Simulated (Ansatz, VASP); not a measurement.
**Cross-check of Sn between VASP and Ansatz**

Aim: how closely do two programs agree when they are given the same cell, functional and k mesh? The cell is taken from a series of runs on this material, whose earlier steps may have relaxed, scaled, displaced or heated it; both programs get it as it stands.

Calculated with Ansatz 0.2.0; plane waves, with VASP 6.6.1 beside it; zone-centre phonons at PBEsol.

**1. The structure**

The structure is tetragonal, space group I4_1/amd (No. 141). The conventional cell has a = 4.566 Å, b = 4.566 Å, c = 6.802 Å, α = 90.00°, β = 90.00°, γ = 90.00°. Sn has 4 Sn at 2.85 Å nearest.

**2. Ansatz: zone-centre phonons, PBEsol**

Ansatz runs on its PAW soft_1 files.

Second derivatives magnify differences that forces hide, and they need a tight electronic threshold.

input.yaml

```yaml
crystal:
  lattice:
    - [0.0, 3.2284713823, 3.4010987831]
    - [3.2284713823, 0.0, 3.4010987831]
    - [3.2284713823, 3.2284713823, 0.0]
  atoms:
    - { symbol: Sn, position: [0.5, 0.5, 0.5] }
    - { symbol: Sn, position: [0.75, 0.75, 0.75] }
kpoints:
  mp_grid: { grid: [12, 12, 12] }
hamiltonian:
  xc: pbesol
  pseudopotentials: { kind: paw, azcp: { folder: soft_1 }, xc_functional: pbe }
scf:
  occupations: { method: methfessel_paxton, width: 0.2 }
output:
  eigenvalues: true
phonons:
  method: dfpt
```

The run is started by

```console
> ansatz run input.yaml --threads 4 --pin off --max-ram 10240MiB --backend cpu --events-out ev --progress --plain --runs-dir out
```

Numbers of over 12 decimals in the logs are rounded to 6 here.

What it wrote:

```text
zone centre: on kpoints.mp_grid the ground state, and the responses unless they are solved on pairs of k-points, stand on 280 of the mesh's 1728 k-points, reduced under 4 symmetry operations, with k and −k counted as one. Each operation leaves every solved displacement unchanged or reverses it
Engine: ansatz 0.2.0, x86_64-unknown-linux-gnu
Pseudopotentials: kind: paw
Pseudopotential: Sn, paw, valence charge 14, recommended cutoff 420 eV (normal), soft_1/Sn.paw.azcp
Functional definition: PBEsol
  exchange = pbesol_x
  correlation = pbesol_c
Crystal: 2 atoms, lattice volume = 70.899 Å³
Basis set: ecut = 420 eV, 1387 PW (Γ), exchange–correlation on 64×64×64 points (8 copies of the dense FFT grid, shifted against one another)
Bands: 18, of which v1, the nominal top of the filled ones, is band 14 counted from 1 (13 counted from 0)
Symmetry: 16 space group operations
k-points: 280 of 1728 (irreducible under 4 space group operations, time reversal used)
Non-local potential: Sn, projectors of the file, l = 0: 2, l = 1: 2, l = 2: 2, l = 3: 1
PAW form: soft (Blöchl's): semilocal exchange-correlation on the pseudo side does not see the compensation charge
PAW frozen core: Sn, regenerated for the run's functional, and the local potential with it (the file was generated under x = pbe(κ = 0.804, μ = 0.219515), c = pbe(β = 0.066725))
PAW one-centre angular grid: Sn, 590 points (default); XC on 64 Gauss nodes
Initial density: superposition of atomic densities (chi_scale 0.1, normalization cell)
Initial wavefunctions: pseudopotential atomic-orbital guess
Functional: x = pbesol(κ = 0.804, μ = 0.123457), c = pbesol(β = 0.046)
SCF iter   1: F=—  HF=-11899.699625 eV  |F-HF|=—  |Δ(HF+E_count)|=         —  Δρ=2.07e-2  dr2=3.22e-1  ethr=3.10e-3  ⟨swp⟩=5.6  Hψ=26533  notcnv=0
preconditioner: auto → none  [insulator: Δε(μ)=0.128 eV  Ē_g=19.808 eV  σ=0.200 eV  W_gap=0.51  n_scr=14 (ndim 8)  ℏωp=23.3 eV  f_vac=0.010  D(μ)=0.17/eV (n_scr^D=0)  ε∞_Penn≈2.4]
SCF iter   2: F=—  HF=-11899.638966 eV  |F-HF|=—  |Δ(HF+E_count)|=   6.07e-2  S|Δr|=    0.00e0  Δρ=9.35e-3  dr2=5.99e-2  ethr=1.15e-3  ⟨swp⟩=1.0  Hψ=7298  notcnv=0
SCF iter   3: F=—  HF=-11899.632012 eV  |F-HF|=—  |Δ(HF+E_count)|=   6.95e-3  S|Δr|=    0.00e0  Δρ=8.15e-4  dr2=3.03e-4  ethr=2.14e-4  ⟨swp⟩=2.3  Hψ=6121  notcnv=0
SCF iter   4: F=—  HF=-11899.632172 eV  |F-HF|=—  |Δ(HF+E_count)|=   1.61e-4  S|Δr|=    0.00e0  Δρ=3.38e-4  dr2=3.57e-5  ethr=1.08e-6  ⟨swp⟩=2.0  Hψ=8978  notcnv=0
SCF iter   5: F=—  HF=-11899.632176 eV  |F-HF|=—  |Δ(HF+E_count)|=   3.34e-6  S|Δr|=    0.00e0  Δρ=3.62e-5  dr2=8.01e-7  ethr=1.28e-7  ⟨swp⟩=2.0  Hψ=8962  notcnv=0
SCF iter   6: F=—  HF=-11899.632176 eV  |F-HF|=—  |Δ(HF+E_count)|=   1.21e-7  S|Δr|=    0.00e0  Δρ=3.84e-6  dr2=1.04e-8  ethr=2.86e-9  ⟨swp⟩=2.0  Hψ=8958  notcnv=0
SCF iter   7: F=—  HF=-11899.632176 eV  |F-HF|=—  |Δ(HF+E_count)|=   1.78e-8  S|Δr|=    0.00e0  Δρ=5.92e-7  dr2=2.03e-10  ethr=3.73e-11  ⟨swp⟩=2.0  Hψ=6179  notcnv=0
SCF iter   8: F=-11899.632176 eV  HF=-11899.632176 eV  |F-HF|=3.64e-12  |Δ(HF+E_count)|=  2.71e-10  S|Δr|=    0.00e0  Δρ=6.44e-8  dr2=1.87e-12  ethr=1.00e-12  ⟨swp⟩=8.6  Hψ=28879  notcnv=0
SCF 1 converged in 8 iterations: F = -11899.632176 eV  dr2 = 1.87e-12
  greatest PAW one-centre occupation: 0.991 electrons in one spin orbital (limit 2), on the Sn atom at site 1 (counted from 0), in its partial waves of l = 2
DFPT response loops at Γ: preconditioner auto → Kerker (q_TF=auto, 2.337 Å⁻¹) (partly filled bands, converged f_vac=0.089); β = 1.00, the filter's whole step (`scf.mixing.beta` (0.50) is not read by the response loops under this deck's `scf.mixing.preconditioner`; to damp them name `kerker` or `kerker_dos`, under which they read `scf.mixing.beta`, and type it under 1.00, their step now; both keys bind the ground state too); Broyden in place of MSR1
SCF converged after 8 iterations
Stability not checked: this state was not tested for a lower state beside it, because cold or Methfessel-Paxton smearing, or corrected tetrahedra, fill the levels in a way that the test cannot read (fill_not_monotonic; see scf.lower_state_search)
Free energy (F): -11899.632176 eV
Harris-Foulkes:  -11899.632176 eV  (|F-HF|=3.64e-12)
Internal energy: -11899.632152 eV  (E = F + TS)
E sigma→0 (E₀):  -11899.632170 eV
Entropy (-TS):   -0.000024 eV (-0.012 meV/atom)
Fermi energy:    7.242562 eV
--- Per-component energies (eV) ---
  E_band       = -260.771321
  E_kinetic    = 336.356233
  E_local      = -2665.657013  (includes V_loc(G=0)·N_el)
  E_nonlocal   = 293.747389
  E_hartree    = 1291.612914
  E_xc         = -248.734152
  E_vxc        = -159.995454  (∫ρ·V_xc dr)
  E_paw        = -8592.531018  (= ΣΔE_a)
  E_vpaw       = -648.448820  (= ΣTr[D̂ρ^β])
  E_aug_tail   = 0.000583  (compensation charges beyond the density's cutoff)
  E_ewald      = -2314.996766
  E_core_change = 0.569679  (= ΣΔE_core)
  E_smearing   = -0.000024  (= −TS)
  E_closure    = 0.000000  (closes the sum)
  Σ components = -11899.632176   (vs F -11899.632176, Δ=0.00e0)
--- Band table (eV; the first three rows and the last of 280) ---
  k-point 0: bands = [... 10 lower, -3.1169, 6.2987, 7.1176, 7.4721, 7.4721, 9.3516, 9.3516, 9.5578]
  k-point 1: bands = [... 10 lower, -3.0519, 5.5568, 7.0854, 7.3421, 7.6871, 9.5270, 9.5302, 9.7977]
  k-point 2: bands = [... 10 lower, -2.8598, 4.3918, 6.8009, 7.0679, 7.6882, 9.9192, 9.9378, 10.5335]
  k-point 279: bands = [... 10 lower, -0.2588, -0.2588, 5.1064, 5.1064, 8.2785, 8.2785, 14.6813, 14.6813]
--- Phonons (Γ-DFPT): 2 representative perturbations + reference, on 280 of 1728 k-points (Σ response iterations 6) ---
  k mesh reduced under 4 symmetry operations, with k and −k counted as one. Each operation leaves every solved displacement unchanged or reverses it
  ASR residual: 3.522e-5 → 0.000e0 eV/Å²; symmetrization residual: 9.441e-13 eV/Å²
  ASR residual per site (eV/Å²): 3.52e-5 3.52e-5
  Γ frequencies (cm⁻¹): 0.00 0.00 0.00 176.37 176.37 178.71
  non-analytic LO–TO correction: not included (Born effective charges unavailable; polar crystals: no LO–TO splitting at Γ)
```

In the SCF lines HF is the Harris–Foulkes energy and dr2 the Hartree energy of the density residual, in eV; the loop may stop once dr2 is under the threshold and the program's other checks hold. Hψ counts applications of the Hamiltonian.

**3. VASP: zone-centre phonons, PBEsol**

The same cell, functional, mesh and smearing now go to VASP, with its own data sets.

Lines of VASP's logs that name or quote its potential files are left out, and so is its time.

INCAR

```
SYSTEM = Sn
PREC = Accurate
ENCUT = 500
EDIFF = 1E-08
NELM = 120
ISMEAR = 1
SIGMA = 0.2
LREAL = .FALSE.
ALGO = Normal
GGA = PS
NBANDS = 20
LORBIT = 11
LWAVE = .FALSE.
LCHARG = .FALSE.
ISIF = 2
IBRION = 8
LASPH = .TRUE.
GGA_COMPAT = .FALSE.
KPAR = 2
```

POSCAR

```
Sn
1.0
    0.0000000000      3.2284713823      3.4010987831
    3.2284713823      0.0000000000      3.4010987831
    3.2284713823      3.2284713823      0.0000000000
Sn
2
Direct
    0.5000000000      0.5000000000      0.5000000000
    0.7500000000      0.7500000000      0.7500000000
```

KPOINTS

```
Automatic mesh
0
Gamma
12 12 12
0 0 0
```

PAW data sets: Sn_d (PBE family, release 64).

The run is started by

```console
> mpirun -np 2 vasp_std
```

What it wrote:

```text
[banner, memory and clock lines left out]
running    2 mpi-ranks, on    1 nodes
 distrk:  each k-point on    1 cores,    2 groups
 distr:  one band on    1 cores,    1 groups

 POSCAR found type information on POSCAR Sn
 POSCAR found :  1 types and       2 ions
|                                                                             |
|               ----> ADVICE to this user running VASP <----                  |
|                                                                             |
|     You enforced a specific xc type in the INCAR file but a different       |
|     [... a line on the potential file left out ...]
|     I HOPE YOU KNOW WHAT YOU ARE DOING!                                     |
|                                                                             |

 LDA part: xc-table for (Slater+PW92), standard interpolation
 POSCAR, INCAR and KPOINTS ok, starting setup
 FFT: planning ... GRIDC
 FFT: planning ... GRID_SOFT
 FFT: planning ... GRID
 WAVECAR not read
 entering main loop
       N       E                     dE             d eps       ncg     rms          rms(c)
DAV:   1     0.220584049785E+03    0.22058E+03   -0.14720E+04  6556   0.196E+03
DAV:   2     0.147819184327E+02   -0.20580E+03   -0.20209E+03  6552   0.437E+02
DAV:   3    -0.779845590545E+01   -0.22580E+02   -0.22460E+02  7488   0.142E+02
DAV:   4    -0.852029151922E+01   -0.72184E+00   -0.72146E+00  7344   0.287E+01
DAV:   5    -0.854548086503E+01   -0.25189E-01   -0.25189E-01  9036   0.522E+00    0.309E+00
DAV:   6    -0.848097705635E+01    0.64504E-01   -0.42645E-02  8772   0.274E+00    0.175E+00
DAV:   7    -0.844997471281E+01    0.31002E-01   -0.50830E-02  7464   0.258E+00    0.163E-01
DAV:   8    -0.845086403724E+01   -0.88932E-03   -0.70837E-03  7124   0.103E+00    0.527E-02
DAV:   9    -0.845111822940E+01   -0.25419E-03   -0.34934E-04  8144   0.145E-01    0.110E-02
DAV:  10    -0.845113077991E+01   -0.12551E-04   -0.20995E-05  7728   0.418E-02    0.512E-03
DAV:  11    -0.845113249383E+01   -0.17139E-05   -0.26239E-06  7280   0.126E-02    0.704E-04
DAV:  12    -0.845113241145E+01    0.82372E-07   -0.17027E-07  7772   0.458E-03    0.333E-04
DAV:  13    -0.845113238867E+01    0.22783E-07   -0.11883E-08  5716   0.861E-04    0.489E-05
DAV:  14    -0.845113239689E+01   -0.82159E-08   -0.12109E-09  4040   0.382E-04
   1 F= -.84511324E+01 E0= -.84511239E+01  d E =-.255388E-04
 Linear response reoptimize wavefunctions to high precision
DAV:   1    -0.845113239682E+01    0.65938E-10   -0.48464E-10  4304   0.269E-04
 Linear response DOF=           2
 Linear response progress:
  Degree of freedom:   1/  2
       N       E                     dE             d eps       ncg     rms          rms(c)
RMM:   1    -0.214136741627E+00   -0.21414E+00    0.55714E-01 23877   0.100E+01
RMM:   2    -0.220810955464E+00   -0.66742E-02   -0.19624E-02 33362   0.116E+00    0.672E-02
RMM:   3    -0.220962580446E+00   -0.15162E-03   -0.16006E-03 35228   0.321E-01    0.309E-02
RMM:   4    -0.220858375270E+00    0.10421E-03   -0.11648E-04 34892   0.966E-02    0.113E-02
RMM:   5    -0.220841517638E+00    0.16858E-04   -0.17245E-05 35688   0.326E-02    0.392E-03
RMM:   6    -0.220841733336E+00   -0.21570E-06   -0.14769E-06 35536   0.944E-03    0.188E-03
RMM:   7    -0.220840309830E+00    0.14235E-05   -0.60005E-07 35164   0.339E-03    0.322E-04
RMM:   8    -0.220838063292E+00    0.22465E-05   -0.22357E-07 36414   0.122E-03    0.246E-04
RMM:   9    -0.220836194093E+00    0.18692E-05   -0.66541E-08 35825   0.528E-04    0.588E-05
RMM:  10    -0.220836580149E+00   -0.38606E-06   -0.56993E-08 37843   0.226E-04    0.297E-05
RMM:  11    -0.220836582889E+00   -0.27400E-08   -0.31248E-08 36525   0.128E-04    0.496E-06
 first order change of Fermi-energy   0.14289E-04
 force on displaced ion       1 direction 1 :  -6.802  -0.000  -0.000
 Linear response progress:
  Degree of freedom:   2/  2
       N       E                     dE             d eps       ncg     rms          rms(c)
RMM:   1    -0.214580964696E+00   -0.21458E+00    0.50046E-01 14055   0.976E+00
RMM:   2    -0.221190958214E+00   -0.66100E-02   -0.19743E-02 19644   0.116E+00    0.695E-02
RMM:   3    -0.221352440092E+00   -0.16148E-03   -0.16160E-03 20682   0.322E-01    0.323E-02
RMM:   4    -0.221254993230E+00    0.97447E-04   -0.11213E-04 20679   0.971E-02    0.113E-02
RMM:   5    -0.221243040747E+00    0.11952E-04   -0.13488E-05 20991   0.326E-02    0.377E-03
RMM:   6    -0.221242391030E+00    0.64972E-06   -0.12203E-06 20690   0.960E-03    0.177E-03
RMM:   7    -0.221239907910E+00    0.24831E-05    0.29457E-07 20627   0.352E-03    0.265E-04
RMM:   8    -0.221237427849E+00    0.24801E-05    0.11105E-07 21413   0.128E-03    0.194E-04
RMM:   9    -0.221235674061E+00    0.17538E-05    0.13745E-07 20971   0.541E-04    0.459E-05
RMM:  10    -0.221236138738E+00   -0.46468E-06    0.28388E-07 22211   0.244E-04    0.312E-05
RMM:  11    -0.221236064706E+00    0.74032E-07    0.16883E-07 21440   0.135E-04    0.853E-06
RMM:  12    -0.221236041386E+00    0.23320E-07    0.30383E-08 23034   0.834E-05    0.612E-06
RMM:  13    -0.221236015804E+00    0.25582E-07    0.38589E-08 22720   0.604E-05    0.275E-06
RMM:  14    -0.221235994886E+00    0.20918E-07    0.15058E-08 25525   0.487E-05    0.136E-06
RMM:  15    -0.221235976654E+00    0.18232E-07    0.63326E-09 25426   0.432E-05    0.150E-07
RMM:  16    -0.221235977495E+00   -0.84112E-09   -0.14863E-10 22019   0.400E-05    0.423E-07
 first order change of Fermi-energy   0.25148E-03
 force on displaced ion       1 direction 3 :   0.000   0.000  -6.974
 Linear response finished
```

Parts of OUTCAR (step 3):

```text
ion  position               nearest neighbor table
   1  0.500  0.500  0.500-   2 2.85   2 2.85   2 2.85   2 2.85
   2  0.750  0.750  0.750-   1 2.85   1 2.85   1 2.85   1 2.85

  LATTYP: Found a body centered tetragonal cell.
 ALAT       =     4.5657480146
 C/A-ratio  =     1.4898320154

 Subroutine GETGRP returns: Found 16 space group operations
 (whereof  8 operations were pure point group operations)

The static configuration has the point symmetry D_2d.
 The point group associated with its full space group is D_4h.

 Found    163 irreducible k-points:

   k-points           NKPTS =    163   k-points in BZ     NKDIM =    163   number of bands    NBANDS=     20

   dimension x,y,z NGX =    36 NGY =   36 NGZ =   36
   dimension x,y,z NGXF=    72 NGYF=   72 NGZF=   72

   ENCUT  =  500.0 eV  36.75 Ry    6.06 a.u.   8.55  8.55  8.32*2*pi/ulx,y,z

   NELECT =      28.0000    total number of electrons

 k-points in reciprocal lattice and weights: Automatic mesh
   0.00000000  0.00000000  0.00000000       0.001
   0.08333333  0.00000000  0.00000000       0.005
   0.16666667  0.00000000  0.00000000       0.005
   0.25000000  0.00000000  0.00000000       0.005
   0.33333333  0.00000000  0.00000000       0.005
   0.41666667  0.00000000  0.00000000       0.005
   0.50000000  0.00000000  0.00000000       0.002
   0.08333333  0.08333333  0.00000000       0.001
   0.16666667  0.08333333  0.00000000       0.005
[...]
-0.33333333  0.16666667  0.50000000       0.002
  -0.25000000  0.25000000  0.50000000       0.001

 average (electrostatic) potential at core
       1-101.6586       2-101.6586

  Total       -0.0285935     -0.0285935     -0.7651276      0.0000000      0.0000000      0.0000000
  in kB       -0.6461523     -0.6461523    -17.2902512      0.0000000      0.0000000      0.0000000
  external PRESSURE =      -6.1941852 kB  Pullay stress =       0.0000000 kB

  energy-cutoff  :      500.00
  volume of cell :       70.90
      direct lattice vectors                 reciprocal lattice vectors
     0.000000000  3.228471382  3.401098783    -0.154872056  0.154872056  0.147011314
     3.228471382  0.000000000  3.401098783     0.154872056 -0.154872056  0.147011314
     3.228471382  3.228471382  0.000000000     0.154872056  0.154872056 -0.147011314

 POSITION                                       TOTAL-FORCE (eV/Angst)
 -----------------------------------------------------------------------------------
      3.22847      3.22847      3.40110         0.000000      0.000000      0.000000
      4.84271      4.84271      5.10165        -0.000000     -0.000000     -0.000000
 -----------------------------------------------------------------------------------
    total drift:                                0.000000      0.000000      0.000000

 Eigenvectors and eigenvalues of the dynamical matrix
 ----------------------------------------------------

   1 f  =    5.358556 THz    33.668798 2PiTHz  178.742175 cm-1    22.161195 meV
             X         Y         Z           dx          dy          dz
      3.228471  3.228471  3.401099     0.000000    0.000000   -0.707107
      4.842707  4.842707  5.101648     0.000000    0.000000    0.707107

   2 f  =    5.292065 THz    33.251024 2PiTHz  176.524283 cm-1    21.886212 meV
             X         Y         Z           dx          dy          dz
      3.228471  3.228471  3.401099    -0.707107    0.000000    0.000000
      4.842707  4.842707  5.101648     0.707107    0.000000    0.000000

   3 f  =    5.292065 THz    33.251024 2PiTHz  176.524283 cm-1    21.886212 meV
             X         Y         Z           dx          dy          dz
      3.228471  3.228471  3.401099     0.000000   -0.707107    0.000000
      4.842707  4.842707  5.101648     0.000000    0.707107    0.000000

   4 f  =    0.000000 THz     0.000000 2PiTHz    0.000000 cm-1     0.000000 meV
             X         Y         Z           dx          dy          dz
      3.228471  3.228471  3.401099     0.707107    0.000000    0.000000
      4.842707  4.842707  5.101648     0.707107    0.000000    0.000000

   5 f  =    0.000000 THz     0.000000 2PiTHz    0.000000 cm-1     0.000000 meV
             X         Y         Z           dx          dy          dz
      3.228471  3.228471  3.401099     0.000000    0.707107    0.000000
      4.842707  4.842707  5.101648     0.000000    0.707107    0.000000

   6 f  =    0.000000 THz     0.000000 2PiTHz    0.000000 cm-1     0.000000 meV
             X         Y         Z           dx          dy          dz
      3.228471  3.228471  3.401099     0.000000    0.000000    0.707107
      4.842707  4.842707  5.101648     0.000000    0.000000    0.707107

 ELASTIC MODULI CONTR FROM IONIC RELAXATION (kBar)
 Direction    XX          YY          ZZ          XY          YZ          ZX
 --------------------------------------------------------------------------------
 XX           0.0000      0.0000      0.0000      0.0000      0.0000      0.0000
 YY           0.0000      0.0000      0.0000      0.0000      0.0000      0.0000
 ZZ           0.0000      0.0000      0.0000      0.0000      0.0000      0.0000
 XY           0.0000      0.0000      0.0000   -185.6306     -0.0000      0.0000
 YZ           0.0000      0.0000      0.0000     -0.0000   -194.6137      0.0000
 ZX           0.0000      0.0000      0.0000      0.0000      0.0000   -166.9323
 --------------------------------------------------------------------------------
```

**4. Side by side**

Known differences besides the potentials themselves: the cutoff is 420 eV in Ansatz and 500 eV in VASP; Ansatz makes its cores anew for this functional, VASP keeps those of its PBE data sets. Total energies have different zeros and are not compared.

Both answers:

| quantity | Ansatz | VASP | difference |
| --- | --- | --- | --- |
| optical mode 1 to 2 (cm⁻¹) | 176.4 | 176.5 | -0.09 % |
| optical mode 3 (cm⁻¹) | 178.7 | 178.7 | -0.02 % |

Modes are paired by rising frequency, not by their patterns, so a pair may set unlike modes beside each other; they are those without the splitting of longitudinal modes.

**5. What came out**

* r.m.s. difference of the optical zone-centre modes, each program's sorted by frequency (zone-centre phonons, PBEsol): 0.13 cm⁻¹

What this shows: The r.m.s. difference of the optical zone-centre modes, each program's sorted by frequency is 0.13 cm⁻¹ (zone-centre phonons, PBEsol). Such differences can come from data sets, numerical settings and the points named under the comparisons, not from the functional's error against experiment.

[Lines on the potential files, build, host, timing and source positions are cut from VASP's logs without a mark.]

[Logs are printed without paths, hosts, clocks, repeated set-up lines and the standing remarks that a program may print on its own settings, such as how far it seeks lower states.]

[Hosts, paths, dates, database ids (printed as entryN), source tags and the programs' standing remarks are cut or masked in the printed files.]
